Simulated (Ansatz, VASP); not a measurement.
## Cross-check of MoS2 between VASP and Ansatz

One calculation is typed for both programs; each brings its own data sets. How far apart do they land? The cell is taken from a series of runs on this material, whose earlier steps may have relaxed, scaled, displaced or heated it; both programs get it as it stands.

Method: plane waves, with VASP 6.6.1 beside it; LDA, spin-orbit coupling, in Ansatz 0.2.0.

## Step 1: Starting point

Symmetry: P-6m2, No. 187, hexagonal system. Conventional cell: a = 3.184 Å, b = 3.184 Å, c = 28.387 Å, α = 90.00°, β = 90.00°, γ = 120.00°. Nearest to Mo lie 6 S at 2.41 Å. S has 3 Mo at 2.41 Å nearest. Nearest to S lie 3 Mo at 2.41 Å. S has 3 Mo at 2.41 Å nearest. Farther neighbours and most contacts between anions are not listed.

## Step 2: Ansatz: single point, LDA, spin-orbit coupling

Ansatz runs on its PAW fully relativistic soft_1 files.

With cell and atoms fixed, the geometry can't cause a difference; cores, projectors, grids and the points listed under the comparison can.

Input file input.yaml:

```yaml
crystal:
  lattice:
    - [3.1840155185, 0.0, 0.0]
    - [-1.5920077592, 2.757438325, 0.0]
    - [0.0, 0.0, 28.3873198]
  atoms:
    - { symbol: Mo, position: [0.66666667, 0.33333333, 0.0] }
    - { symbol: Mo, position: [0.33333333, 0.66666667, 0.77183523] }
    - { symbol: Mo, position: [0.33333333, 0.66666667, 0.22816477] }
    - { symbol: S, position: [0.33333333, 0.66666667, 0.05466588] }
    - { symbol: S, position: [0.66666667, 0.33333333, 0.82650691] }
    - { symbol: S, position: [0.66666667, 0.33333333, 0.28281249] }
    - { symbol: S, position: [0.33333333, 0.66666667, 0.94533412] }
    - { symbol: S, position: [0.66666667, 0.33333333, 0.71718751] }
    - { symbol: S, position: [0.66666667, 0.33333333, 0.17349309] }
kpoints:
  mp_grid: { grid: [12, 12, 2] }
  band_path:
    path:
      - [0.0, 0.0, 0.0]
      - [0.5, 0.0, 0.0]
      - [0.33333333, 0.33333333, 0.0]
      - [0.0, 0.0, 0.5]
      - [0.5, 0.0, 0.5]
      - [0.33333333, 0.33333333, 0.5]
    npoints: 1
hamiltonian:
  xc: lda
  pseudopotentials: { kind: paw_fr, azcp: { folder: soft_1 }, xc_functional: pbe }
scf:
  occupations: { method: fermi_dirac, width: 0.02 }
  n_extra_bands: 14
magnetization:
  noncollinear: true
  spin_orbit: true
output:
  eigenvalues: true
  forces: true
  stress: true
  write_density: true
  write_potential: true
  elf: true
  volumetric_format: npy
```

Started as:

```
> ansatz run input.yaml --threads 3 --pin off --max-ram 92160MiB --backend cuda --events-out ev --progress --plain --runs-dir out --devices 1 --max-vram 13GiB
```

Numbers of over 12 decimals in the logs are rounded to 6 here.

The program printed:

```text
scf.n_extra_bands = 14 over 78 filled bands (N_el = 78.0): the run solves 92 bands
GPUs: using 1 of 1 available (devices: 1).
Engine: ansatz 0.2.0, x86_64-unknown-linux-gnu
Pseudopotentials: kind: paw_fr
Pseudopotential: Mo, paw, valence charge 14, recommended cutoff 420 eV (normal), soft_1/Mo.paw.azcp
Pseudopotential: S, paw, valence charge 6, recommended cutoff 420 eV (normal), soft_1/S.paw.azcp
Functional definition: SPW92
  exchange = slater_x
  correlation = pw_c
non-collinear run that drives no moment, with spin-orbit: no starting moment large enough to seed its density (crystal.atoms[].spin), no starting occupations that ask for one, no magnetisation constraint and no magnetic field, so the semilocal B_xc is pinned to zero
device memory: the entry about to start is reckoned to put 7.6 GiB on a device that reports 36.0 GiB free (of which the cap on the GPU budget leaves the run 13.0 GiB)
GPU FFT provider: cuFFT
GPU libraries: cuBLAS 13.8.2, cuFFT 12.4.0, cuSOLVER 12.3.4
Crystal: 9 atoms, lattice volume = 249.233 Å³
Basis set: ecut = 420 eV, 4895 PW (Γ)
Bands: 92, of which v1, the nominal top of the filled ones, is band 78 counted from 1 (77 counted from 0)
Symmetry: 12 space group operations + 12 with time reversal
Magnetic group: BNS 187.210 (UNI 1440), of the structure as read, at distance tolerance 6.3e-5 Å
k-points: 38 of 288 (time reversal used)
Projection manifold: j_resolved (fully-relativistic pseudo-atomic orbitals)
Non-local potential: Mo, projectors of the file, resolved by j, l = 0: 3, l = 1: 4, l = 2: 4, l = 3: 2
Non-local potential: S, projectors of the file, resolved by j, l = 0: 2, l = 1: 4, l = 2: 2
PAW form: soft (Blöchl's): semilocal exchange-correlation on the pseudo side does not see the compensation charge
PAW frozen core: Mo, regenerated for the run's functional, and the local potential with it (the file was generated under x = pbe(κ = 0.804, μ = 0.219515), c = pbe(β = 0.066725))
PAW frozen core: S, regenerated for the run's functional, and the local potential with it (the file was generated under x = pbe(κ = 0.804, μ = 0.219515), c = pbe(β = 0.066725))
PAW one-centre angular grid: Mo, 590 points (default); XC on 64 Gauss nodes
PAW one-centre angular grid: S, 110 points (default); XC on 64 Gauss nodes
Initial density: superposition of atomic densities (neutral atoms: chi_scale 0, normalization atom)
Initial wavefunctions: pseudopotential atomic-orbital guess
GPU buffer pool allocated for 110592 grid points (all kernels)
GPU transforms: local potential and band sums: pruned to the plane-wave sphere, on 24×24×192
Functional: x = slater, c = lda
SCF iter   1: F=—  HF=-19762.437862 eV  |F-HF|=—  |Δ(HF+E_count)|=         —  Δρ=7.11e-2  dr2=1.91e1  dr2_m=0.00e0 (ungated)  ethr=3.10e-3  |M|=0.00e0 ∫|m|=0.00e0 μB  |m|>n=0.0e0 m-floor=0.0e0 τ_xc=0.0e0  β_m=0.30  ⟨swp⟩=8.2  Hψ=19583  notcnv=0
preconditioner: auto → Resta (q_TF=auto, 2.248 Å⁻¹)  ε∞=5.2  [insulator: Δε(μ)=1.170 eV  Ē_g=8.426 eV  σ=0.020 eV  W_gap=1.00  n_scr=20 (ndim 8)  ℏωp=17.3 eV  f_vac=0.320  D(μ)=0.00/eV (n_scr^D=0)  ε∞_Penn≈5.2  vacuum switching on, ρ_ref=5.1e-3 e/Å³]
spin=Noncollinear: Resta preconditioning applied to the charge; magnetization (m_x, m_y, m_z) channels mix plain (no charge-response kernel on spin).
SCF iter   2: F=—  HF=-19758.672176 eV  |F-HF|=—  |Δ(HF+E_count)|=    3.77e0  Δρ=3.02e-2  dr2=2.40e0  dr2_m=0.00e0 (ungated)  ethr=3.10e-3  |M|=0.00e0 ∫|m|=0.00e0 μB  |m|>n=0.0e0 m-floor=0.0e0 τ_xc=0.0e0  β_m=0.36  ⟨swp⟩=3.1  Hψ=7345  notcnv=0  defer=252
SCF iter   3: F=—  HF=-19758.066909 eV  |F-HF|=—  |Δ(HF+E_count)|=   6.05e-1  Δρ=1.53e-2  dr2=7.31e-1  dr2_m=0.00e0 (ungated)  ethr=3.07e-3  |M|=0.00e0 ∫|m|=0.00e0 μB  |m|>n=0.0e0 m-floor=0.0e0 τ_xc=0.0e0  β_m=0.65  ⟨swp⟩=2.7  Hψ=5366  notcnv=0  defer=244
SCF iter   4: F=—  HF=-19757.871113 eV  |F-HF|=—  |Δ(HF+E_count)|=   1.96e-1  Δρ=4.14e-3  dr2=5.61e-2  dr2_m=0.00e0 (ungated)  ethr=9.37e-4  |M|=0.00e0 ∫|m|=0.00e0 μB  |m|>n=0.0e0 m-floor=0.0e0 τ_xc=0.0e0  β_m=0.82  ⟨swp⟩=2.8  Hψ=5619  notcnv=0  defer=256
SCF iter   5: F=—  HF=-19757.863151 eV  |F-HF|=—  |Δ(HF+E_count)|=   7.96e-3  Δρ=2.01e-3  dr2=2.86e-2  dr2_m=0.00e0 (ungated)  ethr=7.19e-5  |M|=0.00e0 ∫|m|=0.00e0 μB  |m|>n=0.0e0 m-floor=0.0e0 τ_xc=0.0e0  β_m=0.86  ⟨swp⟩=3.9  Hψ=8434  notcnv=0  defer=256
SCF iter   6: F=—  HF=-19757.859811 eV  |F-HF|=—  |Δ(HF+E_count)|=   3.34e-3  Δρ=7.48e-4  dr2=3.82e-3  dr2_m=0.00e0 (ungated)  ethr=3.67e-5  |M|=0.00e0 ∫|m|=0.00e0 μB  |m|>n=0.0e0 m-floor=0.0e0 τ_xc=0.0e0  β_m=0.79  ⟨swp⟩=2.9  Hψ=4807  notcnv=0  defer=256
SCF iter   7: F=—  HF=-19757.859478 eV  |F-HF|=—  |Δ(HF+E_count)|=   3.33e-4  Δρ=3.11e-4  dr2=7.04e-4  dr2_m=0.00e0 (ungated)  ethr=4.90e-6  |M|=0.00e0 ∫|m|=0.00e0 μB  |m|>n=0.0e0 m-floor=0.0e0 τ_xc=0.0e0  β_m=0.64  ⟨swp⟩=2.7  Hψ=5161  notcnv=0  defer=260
[...]
SCF iter  11: F=—  HF=-19757.859509 eV  |F-HF|=—  |Δ(HF+E_count)|=   2.43e-7  Δρ=4.03e-6  dr2=1.21e-7  dr2_m=0.00e0 (ungated)  ethr=3.18e-9  |M|=0.00e0 ∫|m|=0.00e0 μB  |m|>n=0.0e0 m-floor=0.0e0 τ_xc=0.0e0  β_m=0.88  ⟨swp⟩=2.1  Hψ=5059  notcnv=0  defer=260
SCF iter  12: F=-19757.859509 eV  HF=-19757.859509 eV  |F-HF|=1.14e-9  |Δ(HF+E_count)|=   2.72e-8  Δρ=1.25e-6  dr2=5.22e-9  dr2_m=0.00e0 (ungated)  ethr=1.28e-10  |M|=0.00e0 ∫|m|=0.00e0 μB  |m|>n=0.0e0 m-floor=0.0e0 τ_xc=0.0e0  ⟨swp⟩=22.0  Hψ=39975  notcnv=0
SCF 1 converged in 12 iterations: F = -19757.859509 eV  dr2 = 5.22e-9
  greatest PAW one-centre occupation: 0.998 electrons in one spin orbital (limit 2), on the Mo atom at site 1 (counted from 0), in its partial waves of l = 0
device memory: the entry about to start is reckoned to put 4.4 GiB on a device that reports 36.2 GiB free (of which the cap on the GPU budget leaves the run 13.0 GiB)
NSCF: frozen V_eff on 6 k-points
WARN: The output density's exchange-correlation potential varies sharply where the density is thin. Do not read a vacuum level from v_tot or v_xc, or from such a field of the output density. On a cell that repeats whose density bears no net charge and no dipole along the vacuum's axis use v_es (v_loc + v_h of the components); under efield.dipole_correction with no amplitude use v_es + v_field, which holds any externa [...]
SCF converged after 12 iterations
Magnetization: |M| = 0.0000 μB,  M = (+0.0000, +0.0000, +0.0000) μB
Absolute magnetization: 0.0000 μB (∫|m|)
  site 0: m = (+0.0000, +0.0000, +0.0000) μB, |m| = 0.0000 μB  (R = 0.99 Å)
  site 1: m = (+0.0000, +0.0000, +0.0000) μB, |m| = 0.0000 μB  (R = 0.99 Å)
  site 2: m = (+0.0000, +0.0000, +0.0000) μB, |m| = 0.0000 μB  (R = 0.99 Å)
  site 3: m = (+0.0000, +0.0000, +0.0000) μB, |m| = 0.0000 μB  (R = 0.99 Å)
  site 4: m = (+0.0000, +0.0000, +0.0000) μB, |m| = 0.0000 μB  (R = 0.99 Å)
  site 5: m = (+0.0000, +0.0000, +0.0000) μB, |m| = 0.0000 μB  (R = 0.99 Å)
  site 6: m = (+0.0000, +0.0000, +0.0000) μB, |m| = 0.0000 μB  (R = 0.99 Å)
  site 7: m = (+0.0000, +0.0000, +0.0000) μB, |m| = 0.0000 μB  (R = 0.99 Å)
  site 8: m = (+0.0000, +0.0000, +0.0000) μB, |m| = 0.0000 μB  (R = 0.99 Å)
Free energy (F): -19757.859509 eV
Harris-Foulkes:  -19757.859509 eV  (|F-HF|=1.14e-9)
Internal energy: -19757.859509 eV  (E = F + TS)
E sigma→0 (E₀):  -19757.859509 eV
Fermi energy:    5.269726 eV
--- Per-component energies (eV) ---
  E_band       = -932.019184
  E_kinetic    = 1902.955792
  E_local      = -40637.454608  (includes V_loc(G=0)·N_el)
  E_nonlocal   = 671.810264
  E_hartree    = 19418.095178
  E_xc         = -1054.655619
  E_vxc        = -1155.526492  (∫ρ·V_xc dr)
  E_paw        = -12763.185450  (= ΣΔE_a)
  E_vpaw       = -549.992607  (= ΣTr[D̂ρ^β])
  E_aug_tail   = 0.000116  (compensation charges beyond the density's cutoff)
  E_ewald      = 12702.230137
  E_core_change = 2.344681  (= ΣΔE_core)
  E_smearing   = -0.000000  (= −TS)
  E_closure    = 0.000000  (closes the sum)
  Σ components = -19757.859509   (vs F -19757.859509, Δ=0.00e0)
--- Forces (eV/Å), atoms counted from 1 ---
  atom   1  Mo    -0.00000000     0.00000000     0.00000000
  atom   2  Mo     0.00000000    -0.00000000     0.00214589
  atom   3  Mo     0.00000000    -0.00000000    -0.00214589
  atom   4  S      0.00000000     0.00000000    -0.30677295
  atom   5  S     -0.00000000    -0.00000000    -0.30697392
  atom   6  S      0.00000000    -0.00000000    -0.39381121
  atom   7  S     -0.00000000     0.00000000     0.30677295
  atom   8  S      0.00000000    -0.00000000     0.39381121
  atom   9  S     -0.00000000    -0.00000000     0.30697392
  max |Σ_I F_I| component: 5.55e-17 eV/Å
--- Stress (GPa, compression-positive) ---
       -4.361428       0.000000       0.000000
        0.000000      -4.361428       0.000000
        0.000000       0.000000      -2.751558
  P = ⅓ Tr σ = -3.8248 GPa (-38.248 kbar)
--- Band table (eV; the first three rows and the last of 38) ---
  k-point 0: bands = [... 74 lower, 4.4343, 4.4343, 4.7168, 4.7168, 6.9533, 6.9533, 6.9596, 6.9596, ... 10 higher]
  k-point 1: bands = [... 74 lower, 4.4343, 4.4343, 4.7168, 4.7168, 6.9533, 6.9533, 6.9596, 6.9596, ... 10 higher]
  k-point 2: bands = [... 74 lower, 4.3629, 4.3629, 4.5819, 4.5819, 6.8449, 6.8449, 6.8555, 6.8555, ... 10 higher]
  k-point 37: bands = [... 74 lower, 4.1253, 4.2749, 4.2794, 4.2843, 5.8564, 5.8574, 5.8575, 5.8594, ... 10 higher]
```

(Continued in part 2 of 2.)

[Lines on the potential files, build, host, timing and source positions are cut from VASP's logs without a mark.]

[Logs are printed without paths, hosts, clocks, repeated set-up lines and the standing remarks that a program may print on its own settings, such as how far it seeks lower states.]

[Hosts, paths, dates, database ids (printed as entryN), source tags and the programs' standing remarks are cut or masked in the printed files.]
